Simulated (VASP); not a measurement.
Input:

```yaml
crystal:
  lattice:
    - [4.66904, 0.00000, 0.00000]
    - [-2.33452, 4.04351, 0.00000]
    - [0.00000, 0.00000, 7.64681]
  atoms:
    - { symbol: Nd, position: [0.66667, 0.33333, 0.00000] }
    - { symbol: Nd, position: [0.33333, 0.66667, 0.50000] }
    - { symbol: As, position: [0.66667, 0.33333, 0.62520] }
    - { symbol: As, position: [0.33333, 0.66667, 0.12520] }
```

Method: PBE GGA, VASP's PBE PAW potentials (set 64) (plane waves; VASP 6.6.1). Settings: 400 eV cut-off, 5×5×3 Γ-centred mesh, Gaussian smearing of 0.050 eV, potentials Nd_3 As.

The 4f electrons are frozen in the core of the lanthanide potential, so 4f levels, which can set the real gap, and their magnetism are missing.

Which forces act on the atoms, in eV/Å?

| atom | Fx | Fy | Fz |
|---|---|---|---|
| Nd1 | 0.000 | 0.000 | 0.130 |
| Nd2 | 0.000 | 0.000 | 0.130 |
| As3 | 0.000 | 0.000 | -0.130 |
| As4 | 0.000 | 0.000 | -0.130 |

Give the stress tensor in GPa (positive for a compressed cell).

```
1.84  0.00  0.00
0.00  1.84  0.00
0.00  0.00  0.17
```
The pressure is its mean diagonal, 1.28 GPa.

The structure was generated: NdAs was put into the wurtzite type (P6_3mc), which need not be its known phase. The cell was not relaxed at this level.
